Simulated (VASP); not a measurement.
Data:

```
CELL_PARAMETERS angstrom
      1.80156    -3.12040     0.00000
      1.80156     3.12040     0.00000
      0.00000     0.00000     5.54393
ATOMIC_POSITIONS crystal
  Ho 0.33333 0.66667 0.25000
  Ho 0.66667 0.33333 0.75000
```

These are PW91 GGA, VASP's PBE PAW potentials (set 64) (plane waves; VASP 6.6.1) values and carry that method's errors. Run with 520 eV cut-off, 13×13×8 Γ-centred mesh, tetrahedra with Blöchl corrections, potentials Ho_3.

The 4f electrons are frozen in the core of the lanthanide potential, so 4f levels, which can set the real gap, and their magnetism are missing.

Task: Predict the energy per atom (σ→0), band gap (on the k-mesh) with the smallest direct gap where there is one.

Result: 
The band gap (on the k-mesh) is none (metal, semimetal or under 0.01 eV). The energy per atom (σ→0) comes out as -4.524 eV/atom.

Total energies compare only between runs with the same potentials, cut-off and functional.

The compound is Ho in the hcp structure. It was relaxed first.
